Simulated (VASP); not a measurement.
Crystal: Bi.

```
Bi
1.0
     2.26750    1.30914    3.93800
    -2.26750    1.30914    3.93800
     0.00000   -2.61828    3.93800
Bi
2
Cartesian
  0.0000 0.0000 2.7645
  0.0000 0.0000 9.0495
```

| Property | Result |
| --- | --- |
| Program | VASP 6.6.1 |
| Task | relaxation of cell and atoms |
| Functional | PBEsol |
| Potentials or basis | VASP PAW PBE potentials, release 64 (Bi_d) |
| Cutoff | 600 eV |
| k mesh | 12 × 12 × 12 |
| Occupations | methfessel-paxton, width 0.1 eV |
| Spin | no spin polarisation |

At the start: pressure -0.2 GPa; volume 35.07 Å³/atom.

Problem. Where does the relaxation end?

Solution. Over 16 steps the energy falls by 3.0 meV/atom and the volume is 34.39 Å³/atom (-1.9 %); space group R-3m (No. 166, to 0.05 Å).

The path:
| step | energy change (eV) | largest force (eV/Å) | pressure (GPa) | volume (Å³) |
| --- | --- | --- | --- | --- |
| 1 | 0.0000 | 0.1593 | -0.25 | 70.14 |
| 2 | -0.0027 | 0.1286 | -0.01 | 69.59 |
| 3 | -0.0041 | 0.0906 | 0.31 | 68.90 |
| 4 | -0.0053 | 0.0038 | -0.17 | 69.26 |
| 5 | -0.0053 | 0.0063 | -0.16 | 69.23 |
| 6 | -0.0057 | 0.0088 | -0.06 | 69.00 |
| 7 | -0.0059 | 0.0185 | 0.00 | 68.82 |
| 8 | -0.0059 | 0.0217 | 0.00 | 68.78 |
| 9 | -0.0059 | 0.0270 | 0.00 | 68.70 |
| 10 | -0.0059 | 0.0208 | 0.04 | 68.74 |
| 11 | -0.0059 | 0.0202 | 0.04 | 68.77 |
| 12 | -0.0060 | 0.0177 | -0.05 | 68.83 |
| 13 | -0.0060 | 0.0169 | -0.04 | 68.84 |
| 14 | -0.0060 | 0.0151 | -0.06 | 68.87 |
| 15 | -0.0060 | 0.0050 | 0.06 | 68.72 |
| 16 | -0.0060 | 0.0075 | 0.01 | 68.78 |

Final structure:
```cif
data_structure
_symmetry_space_group_name_H-M 'P 1'
_symmetry_Int_Tables_number 1
_cell_length_a 4.6743
_cell_length_b 4.6743
_cell_length_c 4.6743
_cell_angle_alpha 57.927
_cell_angle_beta 57.927
_cell_angle_gamma 57.927
_cell_volume 68.78
loop_
_atom_site_label
_atom_site_type_symbol
_atom_site_fract_x
_atom_site_fract_y
_atom_site_fract_z
_atom_site_occupancy
Bi1 Bi 0.23691 0.23691 0.23691 1
Bi2 Bi 0.76309 0.76309 0.76309 1
```

Caveat: the PAW data sets were made with another functional, which shifts forces and pressure a little.
